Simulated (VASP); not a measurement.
Set up this calculation in VASP 6.6.1, as the native input.

```yaml
Task: relaxation of cell and atoms
Functional: PBE
Potentials_or_basis: VASP PAW PBE potentials, release 64 (Si, B)
Cutoff: 520 eV
k_mesh: 12 × 12 × 4
Occupations: gaussian, width 0.1 eV
Spin: no spin polarisation
Further_INCAR_settings: ALGO = Normal; EDIFF = 1e-06; IBRION = 2; EDIFFG = -0.01; NSW = 90; ISIF = 3
```

The structure of SiB2 lies in POSCAR:

```
SiB2
1.0
    2.9768067600      0.0000000000      0.0000000000
   -1.4884033800      2.5779902700      0.0000000000
    0.0000000000      0.0000000000      7.2770000000
Si B
2 4
Direct
    0.3333333300      0.6666666700      0.2500000000
    0.6666666700      0.3333333300      0.7500000000
    0.3333333300      0.6666666700      0.9744400200
    0.6666666700      0.3333333300      0.0255599800
    0.6666666700      0.3333333300      0.4744400200
    0.3333333300      0.6666666700      0.5255599800
```

The cell was built by a generator and needn't be a form met in nature.

The input as run:

INCAR

```
SYSTEM = SiB2
PREC = Accurate ; ENCUT = 520
EDIFF = 1E-6 ; ISMEAR = 0
SIGMA = 0.1 ; LREAL = .FALSE.
LASPH = .TRUE. ; NELM = 120
ALGO = Normal ; ISIF = 3
LWAVE = .FALSE. ; LCHARG = .FALSE.
GGA = PE ; IBRION = 2
NSW = 90 ; EDIFFG = -0.01
KPAR = 2
```

KPOINTS

```
regular mesh
0
G
  12 12 4
  0 0 0
```

Potentials or basis: VASP PAW PBE potentials, release 64 (Si, B).

Command:

```console
$ cat potpaw_PBE.64/Si/POTCAR potpaw_PBE.64/B/POTCAR > POTCAR
$ mpirun -np 2 vasp_std > vasp.out
```

Results of the run:

| Item | Value |
| --- | --- |
| Relaxed volume | 9.35 Å³/atom |
| Relaxed cell | a = 2.984 Å, b = 2.984 Å, c = 7.274 Å, α = 90.00°, β = 90.00°, γ = 120.00° |
| Space group after relaxing (to 0.05 Å) | P6_3/mmc (No. 194) |
| Energy gained by relaxing | 0.2 meV/atom |
| Ionic steps | 4 |
| Pressure after relaxing | 0.0 GPa |
| Largest force after relaxing | 0.009 eV/Å |
| Band gap on the k mesh | none (metal or under the smearing width) |

It took 24 s on 2 MPI ranks on Intel(R) Xeon(R) Platinum 8488C (Sapphire Rapids) (shared host), peak memory 0.18 GiB a rank.
